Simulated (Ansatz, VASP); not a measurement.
# Si3N4 (Si3N4 (P6_3/m)) in two plane-wave programs, part 2 of 4

Wanted: the spread between two codes on one cell, functional and k mesh. Of the first pair: The cell is taken from a series of runs on this material, whose earlier steps may have relaxed, scaled, displaced or heated it; both programs get it as it stands.

VASP 6.6.1 and Ansatz 0.2.0.

So far: Starting point; Ansatz: single point, r2SCAN.

## (3) VASP: single point, r2SCAN

Level of this step: r2SCAN; plane waves and PAW (Si, N) (VASP).

The same cell, functional, mesh and smearing now go to VASP, with its own data sets.

Lines of VASP's logs that name or quote its potential files are left out, and so is its time.

INCAR reads:

```
SYSTEM = Si3N4
PREC = Accurate
ENCUT = 580
EDIFF = 1E-06
NELM = 120
ISMEAR = -1
SIGMA = 0.01
LREAL = .FALSE.
ALGO = Normal
METAGGA = R2SCAN
LASPH = .TRUE.
NBANDS = 46
LORBIT = 11
LWAVE = .FALSE.
LCHARG = .FALSE.
ISIF = 2
GGA_COMPAT = .FALSE.
EFERMI = MIDGAP
LMIXTAU = .TRUE.
KPAR = 16
```

POSCAR reads:

```
Si3N4
1.0
    7.6244572548      0.0000000000      0.0000000000
   -3.8122286274      6.6029736727      0.0000000000
    0.0000000000      0.0000000000      2.9102557759
Si N
6 8
Direct
    0.2324454814      0.8260559098      0.7500000000
    0.4063895716      0.2324454814      0.2500000000
    0.8260559098      0.5936104284      0.2500000000
    0.1739440902      0.4063895716      0.7500000000
    0.5936104284      0.7675545186      0.7500000000
    0.7675545186      0.1739440902      0.2500000000
    0.3333333333      0.6666666667      0.7500000000
    0.6666666667      0.3333333333      0.2500000000
    0.9703841152      0.6699911715      0.7500000000
    0.3003929436      0.9703841152      0.2500000000
    0.6699911715      0.6996070564      0.2500000000
    0.3300088285      0.3003929436      0.7500000000
    0.0296158848      0.3300088285      0.2500000000
    0.6996070564      0.0296158848      0.7500000000
```

KPOINTS reads:

```
Automatic mesh
0
Gamma
4 4 9
0 0 0
```

PAW data sets: Si and N (PBE family, release 64).

Command:

```sh
mpirun -np 16 vasp_std
```

Numbers of over 12 decimals in the logs are rounded to 6 here.

The log of the run:

```text
[banner, memory and clock lines left out]
running   16 mpi-ranks, on    1 nodes
 distrk:  each k-point on    1 cores,   16 groups
 distr:  one band on    1 cores,    1 groups

 POSCAR found type information on POSCAR SiN
 POSCAR found :  2 types and      14 ions
|                                                                             |
|           W    W    AA    RRRRR   N    N  II  N    N   GGGG   !!!           |
|           W    W   A  A   R    R  NN   N  II  NN   N  G    G  !!!           |
|           W    W  A    A  R    R  N N  N  II  N N  N  G       !!!           |
|           W WW W  AAAAAA  RRRRR   N  N N  II  N  N N  G  GGG   !            |
|           WW  WW  A    A  R   R   N   NN  II  N   NN  G    G                |
|           W    W  A    A  R    R  N    N  II  N    N   GGGG   !!!           |
|                                                                             |
|     For optimal performance we recommend to set                             |
|       NCORE = 2 up to number-of-cores-per-socket                            |
|     NCORE specifies how many cores store one orbital (NPAR=cpu/NCORE).      |
|     This setting can greatly improve the performance of VASP for DFT.       |
|     The default, NCORE=1 might be grossly inefficient on modern             |
|     multi-core architectures or massively parallel machines. Do your        |
|     Unfortunately you need to use the default for GW and RPA                |
|     calculations (for HF NCORE is supported but not extensively tested      |
|     yet).                                                                   |
|                                                                             |

|                                                                             |
|               ----> ADVICE to this user running VASP <----                  |
|                                                                             |
|     You enforced a specific xc type in the INCAR file but a different       |
|     [... a line on the potential file left out ...]
|     I HOPE YOU KNOW WHAT YOU ARE DOING!                                     |
|                                                                             |

 LDA part: xc-table for (None), standard interpolation
 POSCAR, INCAR and KPOINTS ok, starting setup
 FFT: planning ... GRIDC
 FFT: planning ... GRID_SOFT
 FFT: planning ... GRID
 WAVECAR not read
 entering main loop
       N       E                     dE             d eps       ncg     rms          rms(c)
DAV:   1     0.267731261883E+03    0.26773E+03   -0.34525E+04  1840   0.145E+03
DAV:   2    -0.151712336242E+03   -0.41944E+03   -0.39761E+03  2380   0.304E+02
DAV:   3    -0.177276732959E+03   -0.25564E+02   -0.25383E+02  2376   0.785E+01
DAV:   4    -0.177661851359E+03   -0.38512E+00   -0.38391E+00  2304   0.101E+01
DAV:   5    -0.177670268642E+03   -0.84173E-02   -0.84095E-02  2290   0.145E+00    0.302E+01
DAV:   6    -0.150262270109E+03    0.27408E+02   -0.46980E+01  2240   0.282E+01    0.171E+01
DAV:   7    -0.142127597541E+03    0.81347E+01   -0.32703E+00  2192   0.972E+00    0.673E+00
DAV:   8    -0.147070404901E+03   -0.49428E+01   -0.37584E+00  2142   0.973E+00    0.373E+00
DAV:   9    -0.143446661200E+03    0.36237E+01   -0.13770E+00  2014   0.762E+00    0.417E-01
DAV:  10    -0.144143234735E+03   -0.69657E+00   -0.46826E-01  2032   0.438E+00    0.625E-01
DAV:  11    -0.144114160553E+03    0.29074E-01   -0.15628E-02  2062   0.840E-01    0.629E-01
DAV:  12    -0.144110861608E+03    0.32989E-02   -0.25294E-03  2046   0.357E-01    0.537E-01
DAV:  13    -0.144151590250E+03   -0.40729E-01   -0.54442E-02  1960   0.137E+00    0.276E-01
DAV:  14    -0.144158709826E+03   -0.71196E-02   -0.40041E-03  2090   0.477E-01    0.290E-01
DAV:  15    -0.144159713479E+03   -0.10037E-02   -0.36137E-04  2298   0.123E-01    0.273E-01
DAV:  16    -0.144160007677E+03   -0.29420E-03   -0.12062E-03  2062   0.184E-01    0.492E-02
DAV:  17    -0.144160146372E+03   -0.13870E-03   -0.39989E-04  2080   0.113E-01    0.106E-01
DAV:  18    -0.144160143371E+03    0.30013E-05   -0.39116E-05  2068   0.395E-02    0.622E-02
DAV:  19    -0.144160106603E+03    0.36768E-04   -0.48696E-05  2080   0.356E-02    0.170E-02
DAV:  20    -0.144160165027E+03   -0.58423E-04   -0.15694E-05  2044   0.310E-02    0.484E-03
DAV:  21    -0.144160167173E+03   -0.21468E-05   -0.24055E-06  1672   0.871E-03    0.192E-02
DAV:  22    -0.144160168247E+03   -0.10735E-05   -0.37665E-07  1414   0.476E-03    0.178E-02
DAV:  23    -0.144160167791E+03    0.45612E-06   -0.89082E-07  1356   0.496E-03
   1 F= -.14416017E+03 E0= -.14416017E+03  d E =0.000000E+00
```

OUTCAR, selected parts (step 3):

```text
ion  position               nearest neighbor table
   1  0.232  0.826  0.750-   7 1.73  10 1.74  10 1.74   9 1.74   4 3.00   5 3.00   2 3.06   2 3.06
                             3 3.06   3 3.06
   2  0.406  0.232  0.250-   8 1.73  12 1.74  12 1.74  10 1.74   3 3.00   6 3.00   1 3.06   1 3.06
                             4 3.06   4 3.06
   3  0.826  0.594  0.250-   8 1.73   9 1.74   9 1.74  11 1.74   6 3.00   2 3.00   1 3.06   1 3.06
                             5 3.06   5 3.06
   4  0.174  0.406  0.750-   7 1.73  13 1.74  13 1.74  12 1.74   1 3.00   5 3.00   6 3.06   6 3.06
                             2 3.06   2 3.06
   5  0.594  0.768  0.750-   7 1.73  11 1.74  11 1.74  14 1.74   4 3.00   1 3.00   6 3.06   6 3.06
                             3 3.06   3 3.06
   6  0.768  0.174  0.250-   8 1.73  14 1.74  14 1.74  13 1.74   3 3.00   2 3.00   5 3.06   5 3.06
                             4 3.06   4 3.06
   7  0.333  0.667  0.750-   1 1.73   4 1.73   5 1.73
   8  0.667  0.333  0.250-   6 1.73   3 1.73   2 1.73
   9  0.970  0.670  0.750-   3 1.74   3 1.74   1 1.74
  10  0.300  0.970  0.250-   1 1.74   1 1.74   2 1.74
  11  0.670  0.700  0.250-   5 1.74   5 1.74   3 1.74
  12  0.330  0.300  0.750-   2 1.74   2 1.74   4 1.74
  13  0.030  0.330  0.250-   4 1.74   4 1.74   6 1.74
  14  0.700  0.030  0.750-   6 1.74   6 1.74   5 1.74

  LATTYP: Found a hexagonal cell.
 ALAT       =     7.6244572548
 C/A-ratio  =     0.3817000579

 Subroutine GETGRP returns: Found 12 space group operations
 (whereof  6 operations were pure point group operations)

The static configuration has the point symmetry S_6 .
 The point group associated with its full space group is C_6h.

 Found     20 irreducible k-points:

   k-points           NKPTS =     20   k-points in BZ     NKDIM =     20   number of bands    NBANDS=     46

   dimension x,y,z NGX =    60 NGY =   60 NGZ =   24
   dimension x,y,z NGXF=   120 NGYF=  120 NGZF=   48

   ENCUT  =  580.0 eV  42.63 Ry    6.53 a.u.  14.97 14.97  5.71*2*pi/ulx,y,z

   NELECT =      64.0000    total number of electrons

 k-points in reciprocal lattice and weights: Automatic mesh
   0.00000000  0.00000000  0.00000000       0.007
   0.25000000 -0.00000000  0.00000000       0.042
   0.50000000 -0.00000000  0.00000000       0.021
   0.25000000  0.25000000  0.00000000       0.042
   0.00000000  0.00000000  0.11111111       0.014
   0.25000000 -0.00000000  0.11111111       0.083
   0.50000000 -0.00000000  0.11111111       0.042
   0.25000000  0.25000000  0.11111111       0.083
   0.00000000  0.00000000  0.22222222       0.014
[...]
0.50000000 -0.00000000  0.44444444       0.042
   0.25000000  0.25000000  0.44444444       0.083

 average (electrostatic) potential at core
       1 -85.3843       2 -85.3843       3 -85.3843       4 -85.3843       5 -85.3843
       6 -85.3843       7 -63.4713       8 -63.4713       9 -63.8213      10 -63.8213
      11 -63.8213      12 -63.8213      13 -63.8213      14 -63.8213

 E-fermi :   8.9316

 k-point     1 :       0.0000    0.0000    0.0000
  band No.  band energies     occupation
    ...
     28       5.1449      2.00000
     29       5.1449      2.00000
     30       5.9814      2.00000
     31       6.0589      2.00000
     32       6.2485      2.00000
     33      11.4329      0.00000
     34      11.6795      0.00000
     35      12.0082      0.00000
     36      12.0082      0.00000
     37      12.3279      0.00000
    ...

 k-point     2 :       0.2500   -0.0000    0.0000
  band No.  band energies     occupation
    ...
     28       4.8439      2.00000
     29       5.1003      2.00000
     30       5.8868      2.00000
     31       6.0362      2.00000
     32       6.2310      2.00000
     33      11.5771      0.00000
     34      11.8524      0.00000
     35      12.0290      0.00000
     36      12.0471      0.00000
     37      12.4567      0.00000
    ...

 k-point     3 :       0.5000   -0.0000    0.0000
  band No.  band energies     occupation
    ...
     28       4.7298      2.00000
     29       5.0933      2.00000
     30       5.6662      2.00000
     31       6.1144      2.00000
     32       6.1906      2.00000
     33      11.7037      0.00000
     34      11.8234      0.00000
     35      11.9963      0.00000
     36      12.3867      0.00000
     37      12.7596      0.00000
    ...

  Total       -1.7691360     -1.7691360     -1.7703334      0.0000011      0.0000000      0.0000000
  in kB      -19.3460422    -19.3460422    -19.3591369      0.0000121      0.0000000      0.0000000
  external PRESSURE =     -19.3504071 kB  Pullay stress =       0.0000000 kB

  energy-cutoff  :      580.00
  volume of cell :      146.51
      direct lattice vectors                 reciprocal lattice vectors
     7.624457255  0.000000000  0.000000000     0.131156877  0.075723458  0.000000000
    -3.812228627  6.602973673  0.000000000     0.000000000  0.151446916  0.000000000
     0.000000000  0.000000000  2.910255776     0.000000000  0.000000000  0.343612410

 POSITION                                       TOTAL-FORCE (eV/Angst)
 -----------------------------------------------------------------------------------
     -1.37684      5.45443      2.18269        -0.066971     -0.025827      0.000000
      2.21236      1.53483      0.72756        -0.011118     -0.070912     -0.000000
      4.03525      3.91959      0.72756        -0.055852      0.045085      0.000000
     -0.22302      2.68338      2.18269         0.055852     -0.045085     -0.000000
      1.59986      5.06814      2.18269         0.011118      0.070912     -0.000000
      5.18907      1.14855      0.72756         0.066971      0.025827      0.000000
     -0.00000      4.40198      2.18269        -0.000000      0.000000      0.000000
      3.81223      2.20099      0.72756        -0.000000      0.000000     -0.000000
      4.84449      4.42393      2.18269        -0.043220     -0.009456      0.000000
     -1.40899      6.40742      0.72756        -0.013421     -0.042157      0.000000
      2.44126      4.61949      0.72756        -0.029799      0.032702     -0.000000
      1.37097      1.98349      2.18269         0.029799     -0.032702     -0.000000
     -1.03226      2.17904      0.72756         0.043220      0.009456     -0.000000
      5.22122      0.19555      2.18269         0.013421      0.042157      0.000000
 -----------------------------------------------------------------------------------
    total drift:                               -0.000000      0.000000     -0.000000

  FREE ENERGIE OF THE ION-ELECTRON SYSTEM (eV)
  ---------------------------------------------------
  free  energy   TOTEN  =      -144.1601677908 eV

  energy  without entropy=     -144.1601677908  energy(sigma->0) =     -144.16016779

 total charge
# of ion       s       p       d       tot
------------------------------------------
    1        0.665   0.971   0.000   1.636
    2        0.665   0.971   0.000   1.636
    3        0.665   0.971   0.000   1.636
    4        0.665   0.971   0.000   1.636
    5        0.665   0.971   0.000   1.636
    6        0.665   0.971   0.000   1.636
    7        1.231   2.769   0.000   4.000
    8        1.231   2.769   0.000   4.000
    9        1.227   2.756   0.000   3.983
   10        1.227   2.756   0.000   3.983
   11        1.227   2.756   0.000   3.983
   12        1.227   2.756   0.000   3.983
   13        1.227   2.756   0.000   3.983
   14        1.227   2.756   0.000   3.983
--------------------------------------------------
tot         13.812  27.901   0.000  41.713

[... 3 further parts left out ...]
```

The gap is read on the k-mesh alone, so it is an upper bound where the band edges lie off the mesh. The PAW data sets were made with PBE, which is usual practice but a small mismatch for other functionals.

## (4) Differences

Known differences besides the potentials themselves: VASP keeps PBE cores, Ansatz makes them for the functional; the cutoff is 500 eV in Ansatz and 580 eV in VASP. Total energies have different zeros and are not compared.

The two programs side by side:

```csv
quantity,Ansatz,VASP,difference
gap on the k mesh (eV),5.008,5.003,+0.005
```

A gap on the mesh is an upper bound, since the band edges may lie between its points.

(Part 2 of 4 ends here.)

[Lines on the potential files, build, host, timing and source positions are cut from VASP's logs without a mark.]

[Logs are printed without paths, hosts, clocks, repeated set-up lines and the standing remarks that a program may print on its own settings, such as how far it seeks lower states.]

[Hosts, paths, dates, database ids (printed as entryN), source tags and the programs' standing remarks are cut or masked in the printed files.]
